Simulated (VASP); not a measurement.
Data:

```yaml
crystal:
  lattice:
    - [9.31125, 0.00000, 0.00000]
    - [0.00000, 9.31125, 0.00000]
    - [0.00000, 0.00000, 8.90603]
  atoms:
    - { symbol: Ti, position: [0.00000, 0.00000, 0.00000] }
    - { symbol: Ti, position: [0.25000, 0.25000, 0.16667] }
    - { symbol: Ti, position: [0.00000, 0.00000, 0.33333] }
    - { symbol: Ti, position: [0.25000, 0.25000, 0.50000] }
    - { symbol: Ti, position: [0.00000, 0.00000, 0.66667] }
    - { symbol: Ti, position: [0.25000, 0.25000, 0.83333] }
    - { symbol: Ti, position: [0.00000, 0.50000, 0.00000] }
    - { symbol: Ti, position: [0.25000, 0.75000, 0.16667] }
    - { symbol: Ti, position: [0.00000, 0.50000, 0.33333] }
    - { symbol: Ti, position: [0.25000, 0.75000, 0.50000] }
    - { symbol: Ti, position: [0.00000, 0.50000, 0.66667] }
    - { symbol: Ti, position: [0.25000, 0.75000, 0.83333] }
    - { symbol: Ti, position: [0.50000, 0.00000, 0.00000] }
    - { symbol: Ti, position: [0.75000, 0.25000, 0.16667] }
    - { symbol: Ti, position: [0.50000, 0.00000, 0.33333] }
    - { symbol: Ti, position: [0.75000, 0.25000, 0.50000] }
    - { symbol: Ti, position: [0.50000, 0.00000, 0.66667] }
    - { symbol: Ti, position: [0.75000, 0.25000, 0.83333] }
    - { symbol: Ti, position: [0.50000, 0.50000, 0.00000] }
    - { symbol: Ti, position: [0.75000, 0.75000, 0.16667] }
    - { symbol: Ti, position: [0.50000, 0.50000, 0.33333] }
    - { symbol: Ti, position: [0.75000, 0.75000, 0.50000] }
    - { symbol: Ti, position: [0.50000, 0.50000, 0.66667] }
    - { symbol: Ti, position: [0.75000, 0.75000, 0.83333] }
    - { symbol: O, position: [0.15235, 0.15235, 0.00000] }
    - { symbol: O, position: [0.40235, 0.09765, 0.16667] }
    - { symbol: O, position: [0.09765, 0.40235, 0.16667] }
    - { symbol: O, position: [0.34765, 0.34765, 0.00000] }
    - { symbol: O, position: [0.15235, 0.15235, 0.33333] }
    - { symbol: O, position: [0.40235, 0.09765, 0.50000] }
    - { symbol: O, position: [0.09765, 0.40235, 0.50000] }
    - { symbol: O, position: [0.34765, 0.34765, 0.33333] }
    - { symbol: O, position: [0.15235, 0.15235, 0.66667] }
    - { symbol: O, position: [0.40235, 0.09765, 0.83333] }
    - { symbol: O, position: [0.09765, 0.40235, 0.83333] }
    - { symbol: O, position: [0.34765, 0.34765, 0.66667] }
    - { symbol: O, position: [0.15235, 0.65235, 0.00000] }
    - { symbol: O, position: [0.40235, 0.59765, 0.16667] }
    - { symbol: O, position: [0.09765, 0.90235, 0.16667] }
    - { symbol: O, position: [0.34765, 0.84765, 0.00000] }
    - { symbol: O, position: [0.15235, 0.65235, 0.33333] }
    - { symbol: O, position: [0.40235, 0.59765, 0.50000] }
    - { symbol: O, position: [0.09765, 0.90235, 0.50000] }
    - { symbol: O, position: [0.34765, 0.84765, 0.33333] }
    - { symbol: O, position: [0.15235, 0.65235, 0.66667] }
    - { symbol: O, position: [0.40235, 0.59765, 0.83333] }
    - { symbol: O, position: [0.09765, 0.90235, 0.83333] }
    - { symbol: O, position: [0.34765, 0.84765, 0.66667] }
    - { symbol: O, position: [0.65235, 0.15235, 0.00000] }
    - { symbol: O, position: [0.90235, 0.09765, 0.16667] }
    - { symbol: O, position: [0.59765, 0.40235, 0.16667] }
    - { symbol: O, position: [0.84765, 0.34765, 0.00000] }
    - { symbol: O, position: [0.65235, 0.15235, 0.33333] }
    - { symbol: O, position: [0.90235, 0.09765, 0.50000] }
    - { symbol: O, position: [0.59765, 0.40235, 0.50000] }
    - { symbol: O, position: [0.84765, 0.34765, 0.33333] }
    - { symbol: O, position: [0.65235, 0.15235, 0.66667] }
    - { symbol: O, position: [0.90235, 0.09765, 0.83333] }
    - { symbol: O, position: [0.59765, 0.40235, 0.83333] }
    - { symbol: O, position: [0.84765, 0.34765, 0.66667] }
    - { symbol: O, position: [0.65235, 0.65235, 0.00000] }
    - { symbol: O, position: [0.90235, 0.59765, 0.16667] }
    - { symbol: O, position: [0.59765, 0.90235, 0.16667] }
    - { symbol: O, position: [0.84765, 0.84765, 0.00000] }
    - { symbol: O, position: [0.65235, 0.65235, 0.33333] }
    - { symbol: O, position: [0.90235, 0.59765, 0.50000] }
    - { symbol: O, position: [0.59765, 0.90235, 0.50000] }
    - { symbol: O, position: [0.84765, 0.84765, 0.33333] }
    - { symbol: O, position: [0.65235, 0.65235, 0.66667] }
    - { symbol: O, position: [0.90235, 0.59765, 0.83333] }
    - { symbol: O, position: [0.59765, 0.90235, 0.83333] }
    - { symbol: O, position: [0.84765, 0.84765, 0.66667] }
```

These are PBE GGA, VASP's PBE PAW potentials (set 64) (plane waves; VASP) values and carry that method's errors. Numerical set-up: PREC = Normal, LREAL = Auto, 400 eV cut-off, 1×1×1 Γ-centred mesh, Gaussian smearing of 0.050 eV, potentials Ti O.

At this cut-off the stress carries a Pulay error, which pulls relaxed volumes low. The supercell is sampled at Γ alone, which is coarse: total energies, pressure and levels can be off, energies of defects by several tenths of an eV.

### Question
Give the stress tensor in GPa (positive for a compressed cell).

### Answer

```
-5.36   0.00   0.00
 0.00  -5.36   0.00
 0.00   0.00  -4.67
```
The pressure is its mean diagonal, -5.13 GPa.

The cell is a supercell, built from TiO2 (rutile).
